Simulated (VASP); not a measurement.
Method: PBEsol GGA, VASP's PBE PAW potentials (set 64) (plane waves; VASP 6.6.1).

A VASP calculation is set up with these files.

POSCAR:
```
F
1
   -1.3124476149     1.3124476149     1.3124476149
    1.3124476149    -1.3124476149     1.3124476149
    1.3124476149     1.3124476149    -1.3124476149
F
1
Direct
  1.0000000000   1.0000000000   1.0000000000
```

### INCAR
```
! general
SYSTEM  =  F
PREC    =  Accurate
ENCUT   =  520
LREAL   =  .False.
LASPH   =  .True.

! electronic loop
EDIFF   =  1E-7
NELM    =  100
ALGO    =  Normal

! smearing
ISMEAR  =  -5

! functional
GGA     =  PS

! ions
ISIF    =  2

! output
LWAVE   =  .False.
LCHARG  =  .True.
LORBIT  =  11
NEDOS   =  601
```

File KPOINTS:
```
Automatic mesh
0
Gamma
22 22 22
0 0 0
```

POTCAR, in this order: F (PBE.64 set). Program: vasp_std.

Output

**OSZICAR**
```
       N       E                     dE             d eps       ncg     rms          rms(c)
DAV:   1     0.876548433912E+01    0.87655E+01   -0.39303E+03  5068   0.883E+02
DAV:   2    -0.940058922789E+00   -0.97055E+01   -0.95842E+01  5215   0.115E+02
DAV:   3    -0.969784714222E+00   -0.29726E-01   -0.29585E-01  5768   0.734E+00
DAV:   4    -0.969802322678E+00   -0.17608E-04   -0.17575E-04  5411   0.170E-01
DAV:   5    -0.969802349300E+00   -0.26622E-07   -0.26610E-07  5551   0.560E-03    0.397E-01
DAV:   6    -0.967481454696E+00    0.23209E-02   -0.88897E-03  4781   0.975E-01    0.123E-01
DAV:   7    -0.967547610118E+00   -0.66155E-04   -0.89708E-04  5250   0.320E-01    0.492E-02
DAV:   8    -0.967630782604E+00   -0.83172E-04   -0.41808E-05  5047   0.806E-02    0.320E-03
DAV:   9    -0.967630767637E+00    0.14967E-07   -0.73740E-08  4935   0.392E-03
   1 F= -.96763077E+00 E0= -.96763077E+00  d E =0.000000E+00
```

**OUTCAR**
```
------------------------ aborting loop because EDIFF is reached ----------------------------------------
  FORCE on cell =-STRESS in cart. coord.  units (eV):
  Direction    XX          YY          ZZ          XY          YZ          ZX
  --------------------------------------------------------------------------------------
  Total       -0.0133972     -0.0133972     -0.0133972      0.0000000     -0.0000000     -0.0000000
  in kB       -2.3736676     -2.3736676     -2.3736676      0.0000000     -0.0000000     -0.0000000
  external PRESSURE =      -2.3736676 kB  Pullay stress =       0.0000000 kB
  volume of cell :        9.04
      direct lattice vectors                 reciprocal lattice vectors
    -1.312447615  1.312447615  1.312447615     0.000000000  0.380967586  0.380967586
     1.312447615 -1.312447615  1.312447615     0.380967586  0.000000000  0.380967586
     1.312447615  1.312447615 -1.312447615     0.380967586  0.380967586  0.000000000
 POSITION                                       TOTAL-FORCE (eV/Angst)
 -----------------------------------------------------------------------------------
      0.00000      0.00000      0.00000         0.000000      0.000000      0.000000
 -----------------------------------------------------------------------------------
    total drift:                               -0.000000     -0.000000      0.000000
  FREE ENERGIE OF THE ION-ELECTRON SYSTEM (eV)
  ---------------------------------------------------
  free  energy   TOTEN  =        -0.9676307676 eV

  energy  without entropy=       -0.9676307676  energy(sigma->0) =       -0.96763077

 total charge

# of ion       s       p       d       tot
------------------------------------------
    1        1.771   3.987   0.000   5.758
```
(Selected blocks of OUTCAR.)

File OUTCAR:
```
 val. band max:       -2.3767016391   @ k =  -0.0909   0.0909   0.0455

 cond. band min:      -2.4049366351   @ k =  -0.2273   0.3182   0.0909


 Fermi energy:        -2.4025895409

 k-point     1 :       0.0000    0.0000    0.0000
  band No.  band energies     occupation
      1     -24.8180      2.00000
      2      -1.8629      0.00000
      3      -1.8629      0.00000
      4      -1.8629      0.00000
      5      12.0474      0.00000
      6      35.2196      0.00000
      7      35.2196      0.00000

 k-point     2 :       0.0455    0.0000    0.0000
  band No.  band energies     occupation
      1     -24.7810      2.00000
      2      -1.9852     -0.03304
      3      -1.8896      0.00000
      4      -1.8662      0.00000
      5      12.1800      0.00000
      6      34.5358      0.00000
      7      34.6583      0.00000

 k-point     3 :       0.0909    0.0000    0.0000
  band No.  band energies     occupation
      1     -24.6706      2.00000
      2      -2.3337      0.83404
      3      -1.9668      0.00000
      4      -1.8760      0.00000
      5      12.5598      0.00000
      6      32.5828      0.00000
      7      33.4782      0.00000

 k-point     4 :       0.1364    0.0000    0.0000
  band No.  band energies     occupation
      1     -24.4918      2.00000
      2      -2.8627      2.04975
      3      -2.0869      0.00000
      4      -1.8914      0.00000
      5      13.1385      0.00000
      6      30.3511      0.00000
      7      32.1912      0.00000

 k-point     5 :       0.1818    0.0000    0.0000
  band No.  band energies     occupation
      1     -24.2542      2.00000
      2      -3.5144      2.00000
      3      -2.2383     -0.06398
      4      -1.9115      0.00000
      5      13.8555      0.00000
      6      28.2572      0.00000
      7      30.9732      0.00000

 k-point     6 :       0.2273    0.0000    0.0000
  band No.  band energies     occupation
      1     -23.9714      2.00000
...
```

For a metal the tetrahedron method with Blöchl corrections gives inexact stress and forces.

The structure was generated: F was put into the bcc type (Im-3m), which need not be its known phase. It was relaxed first, which changed the volume by -10 %.
